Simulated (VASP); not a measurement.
Input:

```
ZrB2
1.0
    1.57737    -2.73208     0.00000
    1.57737     2.73208     0.00000
    0.00000     0.00000     3.51197
Zr B
1 2
Direct
  0.00000   0.00000   0.00000
  0.33333   0.66667   0.50000
  0.66667   0.33333   0.50000
```

The numbers are results of optB86b-vdW, VASP's PBE PAW potentials (set 64) (plane waves; VASP), not measurements. Settings: 520 eV cut-off, 10×10×8 Γ-centred mesh, first-order Methfessel-Paxton smearing of 0.10 eV, potentials Zr_sv B.

### Question
The ions, cell shape and volume are relaxed. Predict the relaxed structure.

### Answer

```
ZrB2
1.0
    1.58244    -2.74086     0.00000
    1.58244     2.74086     0.00000
    0.00000     0.00000     3.54109
Zr B
1 2
Cartesian
  0.00000   0.00000   3.54109
  1.58244   0.91362   1.77055
  1.58244  -0.91362   1.77055
```
Space group P6/mmm (191), at a tolerance of 0.03 Å.

### Question
How do energy and volume change from the first to the last step?

### Answer
The energy (σ→0) changes by -1.8 meV/atom and the volume by +1.5 %, in 4 ionic steps.

The compound is ZrB2 in the AlB2 type structure. This run relaxes it. Symmetry was kept, so distortions that lower it aren't found.
